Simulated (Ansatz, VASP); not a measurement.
# Cross-check of InAs between VASP and Ansatz

One calculation is typed for both programs; each brings its own data sets. How far apart do they land? The cell is taken from a series of runs on this material, whose earlier steps may have relaxed, scaled, displaced or heated it; both programs get it as it stands.

Main program and level: Ansatz 0.2.0; plane waves, with VASP 6.6.1 beside it; zone-centre phonons at PBEsol.

## 1. The starting structure

The structure is tetragonal, space group I-4m2 (No. 119). Conventional cell: a = 4.289 Å, b = 4.289 Å, c = 6.148 Å, α = 90.00°, β = 90.00°, γ = 90.00°. Nearest to As lie 4 In at 2.64 Å. In has 4 As at 2.64 Å nearest. Farther neighbours are not listed.

## 2. Ansatz: zone-centre phonons, PBEsol

Ansatz runs on its PAW soft_1 files.

Second derivatives magnify differences that forces hide, and they need a tight electronic threshold.

Input file input.yaml:

```yaml
crystal:
  lattice:
    - [0.0, 3.032920578, 3.0739751088]
    - [3.032920578, 0.0, 3.0739751088]
    - [3.032920578, 3.032920578, 0.0]
  atoms:
    - { symbol: As, position: [0.75, 0.75, 0.75] }
    - { symbol: In, position: [0.0, 0.0, 0.0] }
kpoints:
  mp_grid: { grid: [12, 12, 12] }
hamiltonian:
  xc: pbesol
  pseudopotentials: { kind: paw, azcp: { folder: soft_1 }, xc_functional: pbe }
scf:
  occupations: { method: methfessel_paxton, width: 0.2 }
output:
  eigenvalues: true
phonons:
  method: dfpt
```

Run with:

```sh
$ ansatz run input.yaml --threads 4 --pin off --max-ram 10240MiB --backend cpu --events-out ev --progress --plain --runs-dir out
```

Numbers of over 12 decimals in the logs are rounded to 6 here.

What it wrote:

```text
zone centre: on kpoints.mp_grid the ground state, and the responses unless they are solved on pairs of k-points, stand on 280 of the mesh's 1728 k-points, reduced under 4 symmetry operations, with k and −k counted as one. Each operation leaves every solved displacement unchanged or reverses it
Engine: ansatz 0.2.0, aarch64-unknown-linux-gnu
Pseudopotentials: kind: paw
Pseudopotential: As, paw, valence charge 15, recommended cutoff 420 eV (normal), soft_1/As.paw.azcp
Pseudopotential: In, paw, valence charge 13, recommended cutoff 420 eV (normal), soft_1/In.paw.azcp
Functional definition: PBEsol
  exchange = pbesol_x
  correlation = pbesol_c
Crystal: 2 atoms, lattice volume = 56.553 Å³
Basis set: ecut = 420 eV, 1091 PW (Γ), exchange–correlation on 60×60×60 points (8 copies of the dense FFT grid, shifted against one another)
Bands: 18, of which v1, the nominal top of the filled ones, is band 14 counted from 1 (13 counted from 0)
Symmetry: 8 space group operations
k-points: 280 of 1728 (irreducible under 4 space group operations, time reversal used)
Non-local potential: As, projectors of the file, l = 0: 2, l = 1: 2, l = 2: 3, l = 3: 1
Non-local potential: In, projectors of the file, l = 0: 2, l = 1: 2, l = 2: 2, l = 3: 1
PAW form: soft (Blöchl's): semilocal exchange-correlation on the pseudo side does not see the compensation charge
PAW frozen core: As, regenerated for the run's functional, and the local potential with it (the file was generated under x = pbe(κ = 0.804, μ = 0.219515), c = pbe(β = 0.066725))
PAW frozen core: In, regenerated for the run's functional, and the local potential with it (the file was generated under x = pbe(κ = 0.804, μ = 0.219515), c = pbe(β = 0.066725))
PAW one-centre angular grid: As, 590 points (default); XC on 64 Gauss nodes
PAW one-centre angular grid: In, 590 points (default); XC on 64 Gauss nodes
Initial density: superposition of atomic densities (chi_scale 0.1, normalization cell, long waves kept (reshape's long-wave potential 0.00 eV rms))
Initial wavefunctions: pseudopotential atomic-orbital guess
Functional: x = pbesol(κ = 0.804, μ = 0.123457), c = pbesol(β = 0.046)
SCF iter   1: F=—  HF=-10338.984984 eV  |F-HF|=—  |Δ(HF+E_count)|=         —  Δρ=2.81e-2  dr2=3.58e-1  ethr=3.10e-3  ⟨swp⟩=5.2  Hψ=25466  notcnv=0
preconditioner: auto → none  [insulator: Δε(μ)=0.743 eV  Ē_g=14.583 eV  σ=0.200 eV  W_gap=0.61  n_scr=14 (ndim 8)  ℏωp=20.9 eV  f_vac=0.011  D(μ)=0.06/eV (n_scr^D=0)  ε∞_Penn≈3.1]
SCF iter   2: F=—  HF=-10338.908479 eV  |F-HF|=—  |Δ(HF+E_count)|=   7.65e-2  S|Δr|=    0.00e0  Δρ=1.27e-2  dr2=6.54e-2  ethr=1.28e-3  ⟨swp⟩=2.0  Hψ=8337  notcnv=0
SCF iter   3: F=—  HF=-10338.897123 eV  |F-HF|=—  |Δ(HF+E_count)|=   1.14e-2  S|Δr|=    0.00e0  Δρ=1.80e-3  dr2=4.21e-3  ethr=2.33e-4  ⟨swp⟩=2.0  Hψ=7274  notcnv=0
SCF iter   4: F=—  HF=-10338.895567 eV  |F-HF|=—  |Δ(HF+E_count)|=   1.56e-3  S|Δr|=    0.00e0  Δρ=5.87e-4  dr2=1.18e-4  ethr=1.50e-5  ⟨swp⟩=2.0  Hψ=8961  notcnv=0
SCF iter   5: F=—  HF=-10338.895569 eV  |F-HF|=—  |Δ(HF+E_count)|=   2.45e-6  S|Δr|=    0.00e0  Δρ=1.91e-4  dr2=7.72e-6  ethr=4.20e-7  ⟨swp⟩=2.0  Hψ=8959  notcnv=0
SCF iter   6: F=—  HF=-10338.895577 eV  |F-HF|=—  |Δ(HF+E_count)|=   7.22e-6  S|Δr|=    0.00e0  Δρ=1.85e-5  dr2=9.52e-8  ethr=2.76e-8  ⟨swp⟩=2.0  Hψ=6052  notcnv=0
SCF iter   7: F=—  HF=-10338.895577 eV  |F-HF|=—  |Δ(HF+E_count)|=   3.32e-7  S|Δr|=    0.00e0  Δρ=4.62e-6  dr2=1.10e-8  ethr=3.40e-10  ⟨swp⟩=2.0  Hψ=8961  notcnv=0
SCF iter   8: F=—  HF=-10338.895577 eV  |F-HF|=—  |Δ(HF+E_count)|=   9.01e-9  S|Δr|=    0.00e0  Δρ=9.50e-7  dr2=3.12e-10  ethr=3.93e-11  ⟨swp⟩=2.0  Hψ=8961  notcnv=0
SCF iter   9: F=—  HF=-10338.895577 eV  |F-HF|=—  |Δ(HF+E_count)|=  1.38e-10  S|Δr|=    0.00e0  Δρ=1.58e-7  dr2=1.14e-11  ethr=1.11e-12  ⟨swp⟩=2.0  Hψ=8961  notcnv=0
SCF iter  10: F=-10338.895577 eV  HF=-10338.895577 eV  |F-HF|=3.64e-12  |Δ(HF+E_count)|=  2.18e-11  S|Δr|=    0.00e0  Δρ=2.51e-8  dr2=1.98e-13  ethr=1.00e-12  ⟨swp⟩=5.5  Hψ=19652  notcnv=0
SCF 1 converged in 10 iterations: F = -10338.895577 eV  dr2 = 1.98e-13
  greatest PAW one-centre occupation: 0.999 electrons in one spin orbital (limit 2), on the As atom at site 0 (counted from 0), in its partial waves of l = 2
DFPT response loops at Γ: preconditioner auto → Kerker (q_TF=auto, 2.427 Å⁻¹) (partly filled bands, converged f_vac=0.093); β = 1.00, the filter's whole step (`scf.mixing.beta` (0.50) is not read by the response loops under this deck's `scf.mixing.preconditioner`; to damp them name `kerker` or `kerker_dos`, under which they read `scf.mixing.beta`, and type it under 1.00, their step now; both keys bind the ground state too); Broyden in place of MSR1
SCF converged after 10 iterations
Stability not checked: this state was not tested for a lower state beside it, because cold or Methfessel-Paxton smearing, or corrected tetrahedra, fill the levels in a way that the test cannot read (fill_not_monotonic; see scf.lower_state_search)
Free energy (F): -10338.895577 eV
Harris-Foulkes:  -10338.895577 eV  (|F-HF|=3.64e-12)
Internal energy: -10338.896032 eV  (E = F + TS)
E sigma→0 (E₀):  -10338.895691 eV
Entropy (-TS):   0.000456 eV (0.228 meV/atom)
Fermi energy:    7.286424 eV
Step filling:    the computed levels leave a gap of 0.0000 eV = 0.0 smearing widths at the electron count; against every level under it full and every level over it empty, smearing changes F+E_penalty+E_count by +0.187 meV and its σ→0 estimate by +0.073 meV
--- Per-component energies (eV) ---
  E_band       = -327.711195
  E_kinetic    = 316.509626
  E_local      = -3509.550155  (includes V_loc(G=0)·N_el)
  E_nonlocal   = -63.453574
  E_hartree    = 1741.451949
  E_xc         = -211.342000
  E_vxc        = -162.960322  (∫ρ·V_xc dr)
  E_paw        = -6109.530269  (= ΣΔE_a)
  E_vpaw       = -391.160837  (= ΣTr[D̂ρ^β])
  E_aug_tail   = 0.000146  (compensation charges beyond the density's cutoff)
  E_ewald      = -2504.184088
  E_core_change = 1.202334  (= ΣΔE_core)
  E_smearing   = 0.000456  (= −TS)
  E_closure    = 0.000000  (closes the sum)
  Σ components = -10338.895577   (vs F -10338.895577, Δ=0.00e0)
--- Band table (eV; the first three rows and the last of 280) ---
  k-point 0: bands = [... 10 lower, -4.5074, 6.8354, 7.1952, 7.2607, 7.2607, 11.0889, 11.0889, 11.1154]
  k-point 1: bands = [... 10 lower, -4.4372, 5.8903, 7.1263, 7.1739, 7.9431, 11.1047, 11.2221, 11.2429]
  k-point 2: bands = [... 10 lower, -4.2346, 4.6994, 6.9059, 6.9628, 8.3568, 11.4247, 11.5307, 11.5537]
  k-point 279: bands = [... 10 lower, -2.6028, 1.4144, 5.0248, 5.0248, 8.7663, 9.3023, 16.0886, 16.3011]
--- Phonons (Γ-DFPT): 4 representative perturbations + reference, on 280 of 1728 k-points (Σ response iterations 12) ---
  k mesh reduced under 4 symmetry operations, with k and −k counted as one. Each operation leaves every solved displacement unchanged or reverses it
  ASR residual: 6.102e-5 → 0.000e0 eV/Å²; symmetrization residual: 1.811e-5 eV/Å²
  ASR residual per site (eV/Å²): 4.74e-5 6.10e-5
  Γ frequencies (cm⁻¹): 0.00 0.00 0.00 206.97 206.97 207.54
  non-analytic LO–TO correction: not included (Born effective charges unavailable; polar crystals: no LO–TO splitting at Γ)
```

Reading the cycles: dr2 is the Hartree energy of the density residual (eV), the measure of convergence; HF is the Harris–Foulkes estimate of the energy, which meets the free energy F at convergence.

[end of part 1 of 2]

[Lines on the potential files, build, host, timing and source positions are cut from VASP's logs without a mark.]

[Logs are printed without paths, hosts, clocks, repeated set-up lines and the standing remarks that a program may print on its own settings, such as how far it seeks lower states.]

[Hosts, paths, dates, database ids (printed as entryN), source tags and the programs' standing remarks are cut or masked in the printed files.]
